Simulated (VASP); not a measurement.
An input for Ansatz (written as the equivalent of a VASP run, and not itself run):

Ansatz 0.2 input:
```yaml
crystal:
  lattice:
    - [0.0000000, 2.6008997, 2.6008997]
    - [2.6008997, 0.0000000, 2.6008997]
    - [2.6008997, 2.6008997, 0.0000000]
  atoms:
    - { symbol: K, position: [0.0000000, 0.0000000, 0.0000000] }
    - { symbol: F, position: [0.5000000, 0.5000000, 0.5000000] }
kpoints:
  mp_grid: { grid: [9, 9, 9] }
hamiltonian:
  xc: pbe
  pseudopotentials: { kind: paw }
scf:
  occupations: { method: gaussian, width: 0.05 }
  max_iter: 100
relax:
  max_steps: 40
  f_tol: 0.02
  cell: { p_target: 5 }
output: { forces: true, stress: true, eigenvalues: true }
```

Question: Write the VASP files for the same calculation (PBE).

Answer: One answer among several that fit: 
KPOINTS:
```
Automatic mesh
0
Gamma
9 9 9
0 0 0
```

**POSCAR**
```
KF
1
    0.0000000000     2.6008997268     2.6008997268
    2.6008997268     0.0000000000     2.6008997268
    2.6008997268     2.6008997268     0.0000000000
K F
1 1
Direct
  0.0000000000   0.0000000000   0.0000000000
  0.5000000000   0.5000000000   0.5000000000
```

### INCAR
```
ALGO=Normal
EDIFF=1E-6
EDIFFG=-0.02
ENCUT=620
GGA=PE
IBRION=2
ISIF=3
ISMEAR=0
LASPH=.True.
LCHARG=.False.
LREAL=.False.
LWAVE=.False.
NELM=100
NSW=40
PREC=Accurate
PSTRESS=50
SIGMA=0.05
SYSTEM=KF
```

POTCAR, in this order: K_sv F (PBE.64 set). Program: vasp_std.

Limits of the translation: each code has its own PAW files, so the cut-off isn't converted (ENCUT is set for VASP's; basis.ecutwfc is left out, and Ansatz then takes the one that its files recommend); Ansatz stops its SCF on the density residual and VASP on the energy change (EDIFF).

The compound is KF in the rock salt structure. It was relaxed first under an external pressure of 5 GPa.
